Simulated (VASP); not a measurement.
Output of a VASP run:

### OSZICAR
```
...
       N       E                     dE             d eps       ncg     rms          rms(c)
DAV:   1    -0.771929418343E+02   -0.33307E-02   -0.48937E-02   824   0.236E+00    0.337E-01
DAV:   2    -0.771903740422E+02    0.25678E-02   -0.17116E-02   805   0.129E+00    0.149E-01
DAV:   3    -0.771902578830E+02    0.11616E-03   -0.11538E-03   796   0.349E-01    0.719E-02
DAV:   4    -0.771901593670E+02    0.98516E-04   -0.31155E-04   844   0.129E-01    0.154E-02
DAV:   5    -0.771902039490E+02   -0.44582E-04   -0.12763E-04   841   0.990E-02    0.150E-02
DAV:   6    -0.771902097061E+02   -0.57571E-05   -0.52114E-05   844   0.648E-02    0.769E-03
DAV:   7    -0.771902216384E+02   -0.11932E-04   -0.13986E-05   839   0.370E-02    0.187E-03
DAV:   8    -0.771902222756E+02   -0.63725E-06   -0.16908E-06   506   0.147E-02
   4 F= -.77190222E+02 E0= -.77189777E+02  d E =-.345354E+00
       N       E                     dE             d eps       ncg     rms          rms(c)
DAV:   1    -0.771915306222E+02   -0.13090E-02   -0.23493E-02   824   0.164E+00    0.233E-01
DAV:   2    -0.771903000583E+02    0.12306E-02   -0.81421E-03   803   0.892E-01    0.103E-01
DAV:   3    -0.771902481970E+02    0.51861E-04   -0.54305E-04   790   0.240E-01    0.505E-02
DAV:   4    -0.771902020160E+02    0.46181E-04   -0.14819E-04   844   0.895E-02    0.106E-02
DAV:   5    -0.771902231301E+02   -0.21114E-04   -0.61644E-05   841   0.690E-02    0.104E-02
DAV:   6    -0.771902265591E+02   -0.34289E-05   -0.25042E-05   844   0.450E-02    0.525E-03
DAV:   7    -0.771902320948E+02   -0.55357E-05   -0.64481E-06   839   0.253E-02    0.127E-03
DAV:   8    -0.771902323595E+02   -0.26466E-06   -0.80804E-07   409   0.103E-02
   5 F= -.77190232E+02 E0= -.77189850E+02  d E =-.345364E+00
       N       E                     dE             d eps       ncg     rms          rms(c)
DAV:   1    -0.771917318274E+02   -0.14997E-02   -0.27332E-02   832   0.176E+00    0.251E-01
DAV:   2    -0.771902876217E+02    0.14442E-02   -0.93225E-03   805   0.958E-01    0.112E-01
DAV:   3    -0.771902318289E+02    0.55793E-04   -0.61286E-04   796   0.254E-01    0.557E-02
DAV:   4    -0.771901734069E+02    0.58422E-04   -0.16805E-04   844   0.966E-02    0.118E-02
DAV:   5    -0.771901953720E+02   -0.21965E-04   -0.74867E-05   844   0.761E-02    0.116E-02
DAV:   6    -0.771902006806E+02   -0.53086E-05   -0.30687E-05   847   0.499E-02    0.547E-03
DAV:   7    -0.771902064501E+02   -0.57695E-05   -0.69249E-06   825   0.263E-02    0.119E-03
DAV:   8    -0.771902068852E+02   -0.43509E-06   -0.91787E-07   432   0.109E-02
   6 F= -.77190207E+02 E0= -.77189756E+02  d E =0.254743E-04
       N       E                     dE             d eps       ncg     rms          rms(c)
DAV:   1    -0.771907709513E+02   -0.56450E-03   -0.91170E-03   832   0.102E+00    0.145E-01
DAV:   2    -0.771902961819E+02    0.47477E-03   -0.31467E-03   805   0.554E-01    0.643E-02
DAV:   3    -0.771902756590E+02    0.20523E-04   -0.20925E-04   796   0.149E-01    0.314E-02
DAV:   4    -0.771902582237E+02    0.17435E-04   -0.57001E-05   847   0.557E-02    0.661E-03
DAV:   5    -0.771902663159E+02   -0.80922E-05   -0.24010E-05   841   0.432E-02    0.651E-03
DAV:   6    -0.771902678830E+02   -0.15671E-05   -0.97656E-06   841   0.282E-02    0.323E-03
DAV:   7    -0.771902700135E+02   -0.21304E-05   -0.24595E-06   796   0.157E-02    0.751E-04
DAV:   8    -0.771902700968E+02   -0.83283E-07   -0.31896E-07   391   0.637E-03
   7 F= -.77190270E+02 E0= -.77189859E+02  d E =-.377373E-04
```

### OUTCAR
```
------------------------ aborting loop because EDIFF is reached ----------------------------------------
  FORCE on cell =-STRESS in cart. coord.  units (eV):
  Direction    XX          YY          ZZ          XY          YZ          ZX
  --------------------------------------------------------------------------------------
  Total        0.0040244      0.0040244      0.0040244      0.0000000     -0.0000000     -0.0000000
  in kB        0.1650962      0.1650962      0.1650962      0.0000000     -0.0000000     -0.0000000
  external PRESSURE =       0.1650962 kB  Pullay stress =       0.0000000 kB
  volume of cell :       39.05
      direct lattice vectors                 reciprocal lattice vectors
     3.392792236  0.000000000 -0.000000000     0.294742481  0.000000000  0.000000000
    -0.000000000  3.392792236  0.000000000    -0.000000000  0.294742481  0.000000000
    -0.000000000 -0.000000000  3.392792236     0.000000000 -0.000000000  0.294742481
 POSITION                                       TOTAL-FORCE (eV/Angst)
 -----------------------------------------------------------------------------------
      0.00000      0.00000      0.00000         0.000000     -0.000000      0.000000
      1.69640      1.69640      1.69640        -0.000000      0.000000      0.000000
 -----------------------------------------------------------------------------------
    total drift:                                0.000000      0.000000      0.000000
  FREE ENERGIE OF THE ION-ELECTRON SYSTEM (eV)
  ---------------------------------------------------
  free  energy   TOTEN  =       -77.1902700968 eV

  energy  without entropy=      -77.1890369248  energy(sigma->0) =      -77.18985904

 reached required accuracy - stopping structural energy minimisation
```
(Selected blocks of OUTCAR.)

POSCAR:
```
PtSb
1
    3.5750000000     0.0000000000     0.0000000000
    0.0000000000     3.5750000000     0.0000000000
    0.0000000000     0.0000000000     3.5750000000
Pt Sb
1 1
Direct
  0.0000000000   0.0000000000   0.0000000000
  0.5000000000   0.5000000000   0.5000000000
```

**Question.** Write an INCAR and KPOINTS that could have produced this output.

**Answer.** Several could match; the one computed here: the input of the run itself, r2SCAN meta-GGA, plane waves, VASP's PBE PAW potentials (set 64).

INCAR:
```
! general
SYSTEM  = PtSb
PREC    = Accurate
ENCUT   = 400
LREAL   = .FALSE.
LASPH   = .TRUE.

! electronic loop
EDIFF   = 1E-6
NELM    = 100
ALGO    = Normal
LMAXMIX = 6
LMIXTAU = .TRUE.

! smearing
ISMEAR  = 1
SIGMA   = 0.1

! functional
METAGGA = R2SCAN

! ions
IBRION  = 2
NSW     = 60
ISIF    = 3
EDIFFG  = -0.01

! output
LWAVE   = .FALSE.
LCHARG  = .FALSE.
```

File KPOINTS:
```
Automatic mesh
0
Gamma
9 9 9
0 0 0
```

POTCAR, in this order: Pt Sb (PBE.64 set). Program: vasp_std.

Energy and stress use the plane-wave basis of the starting cell.

The structure was generated: PtSb was put into the CsCl type type (Pm-3m), which need not be its known phase. This run relaxes it. Symmetry was kept, so distortions that lower it aren't found. The electron count is odd and the run is not spin-polarised, which forces a metal.
